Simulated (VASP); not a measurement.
Energy against volume of AlN (zinc blende). Method: revPBE GGA, VASP's PBE PAW potentials (set 64) (plane waves; VASP). Numerical set-up: 520 eV cut-off, 10×10×10 Γ-centred mesh, Gaussian smearing of 0.050 eV, potentials Al N.

| V (Å³/atom) | E (eV/atom) |
|---|---|
| 10.142 | -7.09759 |
| 10.465 | -7.11707 |
| 10.789 | -7.12324 |
| 11.113 | -7.11799 |

Fit these four points and predict the energy of the run at 11.436 Å³/atom.

A cubic in V^(−2/3), the third-order Birch-Murnaghan form, passes through the four points with V0 = 10.79 Å³/atom and B0 = 187 GPa, and gives -7.1030 eV/atom there. The run gave -7.1029 eV/atom, +0.2 meV/atom from the fit; all five points give B0 = 188 GPa.

The compound is AlN in the zinc blende structure, a metastable form; wurtzite is the usual one. It was relaxed first.
